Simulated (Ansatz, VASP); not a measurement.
# MgO (Periclase) in two plane-wave programs

Aim: how closely do two programs agree when they are given the same cell, functional and k mesh? Other levels of theory on this material are compared in a session of their own. Valence electrons are named where the data sets of a main pair hold unlike numbers.

Method: plane waves, with VASP 6.6.1 beside it; band structure at PBE and band structure at BLYP, in Ansatz 0.2.0.

The database entry behind the starting cell differs from later determinations by our own check (about 0.1 % long), so it need not match the best structure at ambient conditions.

## Step 1: Starting point

Symmetry: Fm-3m, No. 225, cubic system. The conventional cell has a = 4.217 Å, b = 4.217 Å, c = 4.217 Å, α = 90.00°, β = 90.00°, γ = 90.00°. Mg has 6 O at 2.11 Å nearest. Nearest to O lie 6 Mg at 2.11 Å. Farther neighbours and most contacts between anions are not listed.

As a file:

```cif
data_structure
_symmetry_space_group_name_H-M 'Fm-3m'
_symmetry_Int_Tables_number 225
_cell_length_a 4.2170
_cell_length_b 4.2170
_cell_length_c 4.2170
_cell_angle_alpha 90.000
_cell_angle_beta 90.000
_cell_angle_gamma 90.000
_cell_volume 74.99
loop_
_atom_site_label
_atom_site_type_symbol
_atom_site_symmetry_multiplicity
_atom_site_Wyckoff_symbol
_atom_site_fract_x
_atom_site_fract_y
_atom_site_fract_z
_atom_site_occupancy
Mg1 Mg 4 a 0.00000 0.00000 0.00000 1
O1 O 4 b 0.50000 0.00000 0.00000 1
```

## Step 2: Ansatz: band structure, PBE

Ansatz runs on its default PAW (the set named soft_2) files.

The same path points are solved in both programs, so levels can be compared one by one.

input.yaml reads:

```yaml
crystal:
  lattice:
    - [0.0, 2.1085, 2.1085]
    - [2.1085, 0.0, 2.1085]
    - [2.1085, 2.1085, 0.0]
  atoms:
    - { symbol: Mg, position: [0.0, 0.0, 0.0] }
    - { symbol: O, position: [0.5, 0.5, 0.5] }
hamiltonian:
  xc: pbe
  pseudopotentials: { kind: paw }
kpoints:
  mp_grid: { grid: [6, 6, 6] }
  band_path:
    path:
      - [0.0, 0.0, 0.0]
      - [0.16667, 0.0, 0.16667]
      - [0.33333, 0.0, 0.33333]
      - [0.5, 0.0, 0.5]
      - [0.5, 0.08333, 0.58333]
      - [0.5, 0.18333, 0.68333]
      - [0.5, 0.25, 0.75]
      - [0.45, 0.3, 0.75]
      - [0.40833, 0.34167, 0.75]
      - [0.35, 0.35, 0.7]
      - [0.225, 0.225, 0.45]
      - [0.075, 0.075, 0.15]
      - [0.03333, 0.03333, 0.03333]
      - [0.23333, 0.23333, 0.23333]
      - [0.4, 0.4, 0.4]
      - [0.51667, 0.46667, 0.51667]
      - [0.55833, 0.38333, 0.55833]
      - [0.60833, 0.28333, 0.60833]
      - [0.60833, 0.25, 0.64167]
      - [0.55833, 0.25, 0.69167]
      - [0.51667, 0.25, 0.73333]
      - [0.5, 0.3, 0.7]
      - [0.5, 0.38333, 0.61667]
      - [0.5, 0.48333, 0.51667]
      - [0.475, 0.475, 0.55]
      - [0.425, 0.425, 0.65]
      - [0.38333, 0.38333, 0.73333]
      - [0.59167, 0.18333, 0.59167]
      - [0.55, 0.1, 0.55]
      - [0.5, 0.0, 0.5]
    npoints: 1
scf:
  occupations: { method: gaussian, width: 0.02 }
  n_extra_bands: 7
output:
  forces: true
  stress: true
  eigenvalues: true
```

Run with:

```
$ ansatz run input.yaml --threads 2 --pin off --max-ram 4608MiB --backend cpu --events-out ev --progress --plain --runs-dir out
```

Numbers of over 12 decimals in the logs are rounded to 6 here.

The log of the run:

```text
scf.n_extra_bands = 7 over 8 filled bands (N_el = 16.0): the run solves 15 bands
Engine: ansatz 0.2.0, aarch64-unknown-linux-gnu
Pseudopotentials: kind: paw
Pseudopotential: Mg, paw, valence charge 10, recommended cutoff 420 eV (normal), Mg.paw.azcp
Pseudopotential: O, paw, valence charge 6, recommended cutoff 420 eV (normal), O.paw.azcp
Functional definition: PBE
  parameter kappa = 0.804
  parameter beta = 0.066725
  exchange = pbe_x(kappa = kappa, mu = beta*pi^2/3)
  correlation = pbe_c(beta = beta)
Crystal: 2 atoms, lattice volume = 18.748 Å³
Basis set: ecut = 420 eV, 339 PW (Γ), exchange–correlation on 40×40×40 points (8 copies of the dense FFT grid, shifted against one another)
Bands: 15, of which v1, the nominal top of the filled ones, is band 8 counted from 1 (7 counted from 0)
Symmetry: 48 space group operations
Space group: Fm-3m (ITA 225), of the structure as read, at distance tolerance 2.7e-5 Å
k-points: 16 of 216
Non-local potential: Mg, projectors of the file, l = 0: 3, l = 1: 2, l = 2: 1
Non-local potential: O, projectors of the file, l = 0: 2, l = 1: 2, l = 2: 1
PAW form: soft (Blöchl's): semilocal exchange-correlation on the pseudo side does not see the compensation charge
PAW one-centre angular grid: Mg, 110 points (default); XC on 64 Gauss nodes
PAW one-centre angular grid: O, 110 points (default); XC on 64 Gauss nodes
Initial density: superposition of atomic densities (neutral atoms: chi_scale 0, normalization atom), corrected by the library's trained network
Initial wavefunctions: pseudopotential atomic-orbital guess
Functional: x = pbe(κ = 0.804, μ = 0.219515), c = pbe(β = 0.066725)
SCF iter   1: F=—  HF=-2494.131661 eV  |F-HF|=—  |Δ(HF+E_count)|=         —  Δρ=6.45e-4  dr2=2.19e-5  ethr=1.77e-3  ⟨swp⟩=5.9  Hψ=1285  notcnv=0
preconditioner: auto → none  [insulator: Δε(μ)=4.708 eV  Ē_g=22.608 eV  σ=0.020 eV  W_gap=1.00  n_scr=8 (ndim 8)  ℏωp=24.3 eV  f_vac=0.000  D(μ)=0.00/eV (n_scr^D=0)  ε∞_Penn≈2.2]
SCF iter   2: F=—  HF=-2494.132364 eV  |F-HF|=—  |Δ(HF+E_count)|=   7.04e-4  Δρ=4.31e-4  dr2=1.68e-5  ethr=1.37e-7  ⟨swp⟩=2.9  Hψ=576  notcnv=0  defer=9
SCF iter   3: F=—  HF=-2494.132380 eV  |F-HF|=—  |Δ(HF+E_count)|=   1.53e-5  Δρ=2.64e-4  dr2=5.56e-6  ethr=1.05e-7  ⟨swp⟩=1.0  Hψ=206  notcnv=0  defer=9
SCF iter   4: F=—  HF=-2494.132400 eV  |F-HF|=—  |Δ(HF+E_count)|=   2.00e-5  Δρ=5.86e-5  dr2=3.56e-7  ethr=3.48e-8  ⟨swp⟩=2.1  Hψ=277  notcnv=0  defer=9
iter 5 did not close the SCF: its close was put off for the readings that it lacked (scf_convergence_deferred on its scf_iter line)
SCF iter   5: F=-2494.132400 eV  HF=-2494.132400 eV  |F-HF|=3.72e-8  |Δ(HF+E_count)|=   4.54e-8  Δρ=1.84e-5  dr2=3.95e-8  ethr=2.23e-9  ⟨swp⟩=2.3  Hψ=301  notcnv=0  defer=9
SCF iter   6: F=-2494.132400 eV  HF=-2494.132400 eV  |F-HF|=8.37e-9  |Δ(HF+E_count)|=   1.14e-8  Δρ=8.19e-6  dr2=8.47e-9  ethr=2.47e-10  ⟨swp⟩=4.4  Hψ=930  notcnv=0
SCF 1 converged in 6 iterations: F = -2494.132400 eV  dr2 = 8.47e-9
  greatest PAW one-centre occupation: 1.000 electrons in one spin orbital (limit 2), on the Mg atom at site 0 (counted from 0), in its partial waves of l = 0
NSCF: frozen V_eff on 30 k-points
SCF converged after 6 iterations
Free energy (F): -2494.132400 eV
Harris-Foulkes:  -2494.132400 eV  (|F-HF|=8.37e-9)
Internal energy: -2494.132400 eV  (E = F + TS)
E sigma→0 (E₀):  -2494.132400 eV
Fermi energy:    10.446464 eV
--- Per-component energies (eV) ---
  E_band       = -293.269308
  E_kinetic    = 255.750577
  E_local      = -1604.638996  (includes V_loc(G=0)·N_el)
  E_nonlocal   = 142.808595
  E_hartree    = 555.156939
  E_xc         = -105.259556
  E_vxc        = -134.889791  (∫ρ·V_xc dr)
  E_paw        = -450.095604  (= ΣΔE_a)
  E_vpaw       = -62.613915  (= ΣTr[D̂ρ^β])
  E_aug_tail   = 0.002521  (compensation charges beyond the density's cutoff)
  E_ewald      = -1287.856876
  E_smearing   = -0.000000  (= −TS)
  E_closure    = -0.000000  (closes the sum)
  Σ components = -2494.132400   (vs F -2494.132400, Δ=0.00e0)
--- Forces (eV/Å), atoms counted from 1 ---
  atom   1  Mg    -0.00000000     0.00000000     0.00000000
  atom   2  O      0.00000000    -0.00000000     0.00000000
  max |Σ_I F_I| component: 2.23e-29 eV/Å
--- Stress (GPa, compression-positive) ---
        4.084695      -0.000000       0.000000
       -0.000000       4.084695      -0.000000
        0.000000       0.000000       4.084695
  P = ⅓ Tr σ = 4.0847 GPa (40.847 kbar)
--- Band table (eV; the first three rows and the last of 16) ---
  k-point 0: bands = [... 4 lower, -9.1424, 8.0921, 8.0921, 8.0921, 12.8008, 23.8928, 23.8928, 23.8928, ... 3 higher]
  k-point 1: bands = [... 4 lower, -8.8526, 6.5895, 7.9193, 7.9193, 14.2223, 21.5565, 24.4590, 24.4590, ... 3 higher]
  k-point 2: bands = [... 4 lower, -8.2038, 4.4427, 7.5973, 7.5973, 15.7493, 20.3928, 24.6653, 24.6653, ... 3 higher]
  k-point 15: bands = [... 4 lower, -7.5677, 4.5747, 5.8768, 6.4356, 18.6454, 19.4832, 20.5486, 24.5655, ... 3 higher]
```

Run time: 0.43 s. Hardware: 2 threads of Arm Neoverse V2, shared host; peak memory 0.24 GiB.

## Step 3: VASP: band structure, PBE

The same cell, functional, mesh and smearing now go to VASP, with its own data sets.

Lines of VASP's logs that name or quote its potential files are left out, and so is its time.

INCAR reads:

```
SYSTEM = MgO
PREC = Accurate
ENCUT = 520
EDIFF = 1E-06
NELM = 100
ISMEAR = 0
SIGMA = 0.02
LREAL = .FALSE.
ALGO = Normal
GGA = PE
NBANDS = 16
LORBIT = 11
LWAVE = .FALSE.
LCHARG = .FALSE.
KPAR = 4
```

POSCAR reads:

```
MgO
1.0
    0.0000000000      2.1085000000      2.1085000000
    2.1085000000      0.0000000000      2.1085000000
    2.1085000000      2.1085000000      0.0000000000
Mg O
1 1
Direct
    0.0000000000      0.0000000000      0.0000000000
    0.5000000000      0.5000000000      0.5000000000
```

KPOINTS reads:

```
Automatic mesh
0
Gamma
6 6 6
0 0 0
```

KPOINTS_OPT reads:

```
Line mode
16
Line-mode
Reciprocal
  0.00000000   0.00000000   0.00000000 GAMMA
  0.50000000   0.00000000   0.50000000 X

  0.50000000   0.00000000   0.50000000 X
  0.50000000   0.25000000   0.75000000 W

  0.50000000   0.25000000   0.75000000 W
  0.37500000   0.37500000   0.75000000 K

  0.37500000   0.37500000   0.75000000 K
  0.00000000   0.00000000   0.00000000 GAMMA

  0.00000000   0.00000000   0.00000000 GAMMA
  0.50000000   0.50000000   0.50000000 L

  0.50000000   0.50000000   0.50000000 L
  0.62500000   0.25000000   0.62500000 U

  0.62500000   0.25000000   0.62500000 U
  0.50000000   0.25000000   0.75000000 W

  0.50000000   0.25000000   0.75000000 W
  0.50000000   0.50000000   0.50000000 L

  0.50000000   0.50000000   0.50000000 L
  0.37500000   0.37500000   0.75000000 K

  0.62500000   0.25000000   0.62500000 U
  0.50000000   0.00000000   0.50000000 X
```

Potentials, in the order of the species: Mg and O (PBE family, release 64).

Run with:

```
$ mpirun -np 4 vasp_std
```

The log of the run:

```text
[banner, memory and clock lines left out]
running    4 mpi-ranks, on    1 nodes
 distrk:  each k-point on    1 cores,    4 groups
 distr:  one band on    1 cores,    1 groups

 POSCAR found type information on POSCAR MgO
 POSCAR found :  2 types and       2 ions
 LDA part: xc-table for (Slater+PW92), standard interpolation
 POSCAR, INCAR and KPOINTS ok, starting setup
 FFT: planning ... GRIDC
 FFT: planning ... GRID_SOFT
 FFT: planning ... GRID
 WAVECAR not read
 entering main loop
       N       E                     dE             d eps       ncg     rms          rms(c)
DAV:   1     0.136295823436E+02    0.13630E+02   -0.42993E+03   592   0.441E+02
DAV:   2    -0.129742809414E+02   -0.26604E+02   -0.26008E+02   696   0.113E+02
DAV:   3    -0.134658375613E+02   -0.49156E+00   -0.49135E+00   600   0.118E+01
DAV:   4    -0.134668447888E+02   -0.10072E-02   -0.10072E-02   680   0.601E-01
DAV:   5    -0.134668476542E+02   -0.28654E-05   -0.28653E-05   576   0.292E-02    0.722E+00
DAV:   6    -0.119215138217E+02    0.15453E+01   -0.74888E+00   560   0.112E+01    0.217E+00
DAV:   7    -0.119130874130E+02    0.84264E-02   -0.65849E-02   560   0.159E+00    0.137E+00
DAV:   8    -0.119076493512E+02    0.54381E-02   -0.32664E-02   544   0.140E+00    0.330E-01
DAV:   9    -0.119068213796E+02    0.82797E-03   -0.12828E-03   632   0.189E-01    0.149E-01
DAV:  10    -0.119067546364E+02    0.66743E-04   -0.41959E-04   592   0.122E-01    0.804E-03
DAV:  11    -0.119067577885E+02   -0.31522E-05   -0.47126E-06   672   0.126E-02    0.533E-03
DAV:  12    -0.119067576535E+02    0.13502E-06   -0.21531E-07   368   0.244E-03
   1 F= -.11906758E+02 E0= -.11906758E+02  d E =-.106716E-15
 Start KPOINTS_OPT (optional k-point list driver)
k-point batch [1-16\160]
       N       E                     dE             ncg
DAV:   1     0.237832032992E+03   -0.33629E+04      560
DAV:   2    -0.231644539106E+03   -0.46948E+03      680
DAV:   3    -0.242447192473E+03   -0.10803E+02      608
DAV:   4    -0.242469028149E+03   -0.21836E-01      688
DAV:   5    -0.242469096186E+03   -0.68037E-04      600
DAV:   6    -0.242469096457E+03   -0.27092E-06      632
[...]
k-point batch [145-160\160]
       N       E                     dE             ncg
DAV:   1     0.149616209469E+03   -0.58572E+04      544
DAV:   2    -0.312934099646E+03   -0.46255E+03      688
DAV:   3    -0.322313715335E+03   -0.93796E+01      680
DAV:   4    -0.322336377936E+03   -0.22663E-01      664
DAV:   5    -0.322336449688E+03   -0.71753E-04      680
DAV:   6    -0.322336449945E+03   -0.25647E-06      616
```

From OUTCAR (step 3):

```text
ion  position               nearest neighbor table
   1  0.000  0.000  0.000-   2 2.11   2 2.11   2 2.11   2 2.11   2 2.11   2 2.11
   2  0.500  0.500  0.500-   1 2.11   1 2.11   1 2.11   1 2.11   1 2.11   1 2.11

  LATTYP: Found a face centered cubic cell.
 ALAT       =     4.2170000000

 Subroutine GETGRP returns: Found 48 space group operations
 (whereof 48 operations were pure point group operations)

The static configuration has the point symmetry O_h .

 Found     16 irreducible k-points:

   k-points           NKPTS =     16   k-points in BZ     NKDIM =     16   number of bands    NBANDS=     16

   dimension x,y,z NGX =    24 NGY =   24 NGZ =   24
   dimension x,y,z NGXF=    48 NGYF=   48 NGZF=   48

   ENCUT  =  520.0 eV  38.22 Ry    6.18 a.u.   5.54  5.54  5.54*2*pi/ulx,y,z

   NELECT =       8.0000    total number of electrons

 k-points in reciprocal lattice and weights: Automatic mesh
   0.00000000  0.00000000  0.00000000       0.005
   0.16666667  0.00000000  0.00000000       0.037
   0.33333333  0.00000000  0.00000000       0.037
   0.50000000  0.00000000  0.00000000       0.019
   0.16666667  0.16666667  0.00000000       0.028
   0.33333333  0.16666667  0.00000000       0.111
   0.50000000  0.16666667  0.00000000       0.111
  -0.33333333  0.16666667  0.00000000       0.111
  -0.16666667  0.16666667  0.00000000       0.056
[...]
-0.33333333  0.33333333  0.16666667       0.111
  -0.33333333  0.50000000  0.16666667       0.056

 average (electrostatic) potential at core
       1 -35.0571       2 -69.5867

 E-fermi :   3.2673

 k-point     1 :       0.0000    0.0000    0.0000
  band No.  band energies     occupation
      1     -14.0842      2.00000
      2       3.1614      2.00000
      3       3.1614      2.00000
      4       3.1614      2.00000
      5       7.8533      0.00000
      6      18.9406      0.00000
      7      18.9406      0.00000
      8      18.9406      0.00000
      9      22.8481      0.00000
    ...

 k-point     2 :       0.1667    0.0000    0.0000
  band No.  band energies     occupation
      1     -13.8030      2.00000
      2       1.6547      2.00000
      3       2.9883      2.00000
      4       2.9883      2.00000
      5       9.2770      0.00000
      6      16.6115      0.00000
      7      19.5089      0.00000
      8      19.5089      0.00000
      9      23.3274      0.00000
    ...

 k-point     3 :       0.3333    0.0000    0.0000
  band No.  band energies     occupation
      1     -13.1712      2.00000
      2      -0.4974      2.00000
      3       2.6645      2.00000
      4       2.6645      2.00000
      5      10.7999      0.00000
      6      15.4527      0.00000
      7      19.7038      0.00000
      8      19.7038      0.00000
      9      24.0240      0.00000
    ...

  Total        0.3917653      0.3917653      0.3917653      0.0000000     -0.0000000      0.0000000
  in kB       33.4800200     33.4800200     33.4800200      0.0000000     -0.0000000      0.0000000
  external PRESSURE =      33.4800200 kB  Pullay stress =       0.0000000 kB

  energy-cutoff  :      520.00
  volume of cell :       18.75
      direct lattice vectors                 reciprocal lattice vectors
     0.000000000  2.108500000  2.108500000    -0.237135404  0.237135404  0.237135404
     2.108500000  0.000000000  2.108500000     0.237135404 -0.237135404  0.237135404
     2.108500000  2.108500000  0.000000000     0.237135404  0.237135404 -0.237135404

 POSITION                                       TOTAL-FORCE (eV/Angst)
 -----------------------------------------------------------------------------------
      0.00000      0.00000      0.00000         0.000000      0.000000     -0.000000
      2.10850      2.10850      2.10850        -0.000000     -0.000000      0.000000
 -----------------------------------------------------------------------------------
    total drift:                               -0.000000     -0.000000      0.000000

  FREE ENERGIE OF THE ION-ELECTRON SYSTEM (eV)
  ---------------------------------------------------
  free  energy   TOTEN  =       -11.9067576535 eV

  energy  without entropy=      -11.9067576535  energy(sigma->0) =      -11.90675765

 total charge
# of ion       s       p       d       tot
------------------------------------------
    1        0.148   0.178   0.079   0.405
    2        1.542   3.559   0.000   5.101
--------------------------------------------------
tot          1.690   3.737   0.079   5.505

[... 3 further parts left out ...]
```

At this level the cell is under a pressure of 3.3 GPa, so at these settings it is away from equilibrium.

## Step 4: Differences

Known differences besides the potentials themselves: the data sets hold 16 valence electrons in Ansatz (on its default PAW (the set named soft_2) files) and 8 in VASP; the cutoff is 420 eV in Ansatz and 520 eV in VASP; VASP leaves aspherical gradient terms in its spheres out (LASPH is not set), Ansatz keeps them. Total energies have different zeros and are not compared.

The two programs side by side:

```
                                        quantity  Ansatz   VASP  difference
                                  pressure (GPa)    4.08   3.35       +0.74
pressure without Ansatz's Pulay correction (GPa)    3.49   3.35       +0.14
                   gap over the path points (eV)   4.709  4.692      +0.017
```

Levels at points of the path, from each program's valence-band top (eV; 3 filled, then empty):

```
k (reciprocal lattice)                         Ansatz                           VASP
     0.000 0.000 0.000      0.00 0.00 0.00 4.71 15.80      0.00 0.00 0.00 4.69 15.78
     0.167 0.000 0.167   -1.58 -0.38 -0.38 6.61 12.72   -1.58 -0.39 -0.39 6.60 12.70
     0.333 0.000 0.333   -3.41 -1.04 -1.04 9.26 10.05   -3.43 -1.05 -1.05 9.25 10.03
     0.500 0.000 0.500    -4.04 -1.33 -1.33 9.14 9.95    -4.07 -1.34 -1.34 9.12 9.93
     0.500 0.083 0.583   -3.90 -1.59 -1.44 9.56 10.37   -3.94 -1.60 -1.45 9.53 10.35
     0.500 0.183 0.683  -3.41 -2.36 -1.69 10.78 11.61  -3.44 -2.38 -1.70 10.76 11.60
     0.500 0.250 0.750  -2.92 -2.92 -1.76 11.64 11.64  -2.94 -2.94 -1.76 11.62 11.62
     0.450 0.300 0.750  -3.26 -2.69 -1.54 10.87 11.95  -3.28 -2.70 -1.55 10.86 11.93
     0.408 0.342 0.750  -3.41 -2.68 -1.23 10.27 11.79  -3.44 -2.69 -1.24 10.25 11.77
     0.350 0.350 0.700  -3.21 -3.02 -1.05 10.26 12.21  -3.23 -3.03 -1.06 10.24 12.19
```

Among the levels compared at these points, filled levels agree within 33 meV and empty ones within 27 meV. Ansatz's pressure holds a Pulay correction of 0.59 GPa; VASP's holds none.

[end of part 1 of 2]

[Lines on the potential files, build, host, timing and source positions are cut from VASP's logs without a mark.]

[Logs are printed without paths, hosts, clocks, repeated set-up lines and the standing remarks that a program may print on its own settings, such as how far it seeks lower states.]

[Hosts, paths, dates, database ids (printed as entryN), source tags and the programs' standing remarks are cut or masked in the printed files.]
